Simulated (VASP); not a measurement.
In (bct) is relaxed at rising pressure, each step from the one before. Symmetry mostly holds the structure type, and other phases were not tried. The mesh follows the cell, and a change of mesh leaves a small step in the series.

Data:

```xyz
1
Lattice="-1.5939 1.5939 2.5111 1.5939 -1.5939 2.5111 1.5939 1.5939 -2.5111" Properties=species:S:1:pos:R:3 pbc="T T T"
In     0.0000     0.0000     0.0000
```

These are PBEsol GGA, VASP's PBE PAW potentials (set 64) (plane waves; VASP) values and carry that method's errors. Run with 500 eV cut-off, 16×16×16 Γ-centred mesh, first-order Methfessel-Paxton smearing of 0.10 eV, potentials In_d.

Unless said otherwise, spin-orbit coupling is left out, though it shifts the bands of the heavy elements here.

Energy and stress use the plane-wave basis of the starting cell.

```
P (GPa)  V (Å³/atom)  H − H(0) (eV/atom)  space group  gap on the mesh (eV)    k-mesh
-------  -----------  ------------------  -----------  --------------------  --------
0              25.52               0.000       I4/mmm                  0.00  16×16×16
5              23.39               0.761       I4/mmm                  0.00  16×16×16
10             21.98               1.470       I4/mmm                  0.00  17×17×17
20             20.10               2.779       I4/mmm                  0.00  17×17×17
30             18.81               3.992       I4/mmm                  0.00  17×17×17
45             17.47               5.684       I4/mmm                  0.00  18×18×18
```

Pressures at which the relaxation failed are left out.

The compound is In in the bct structure.
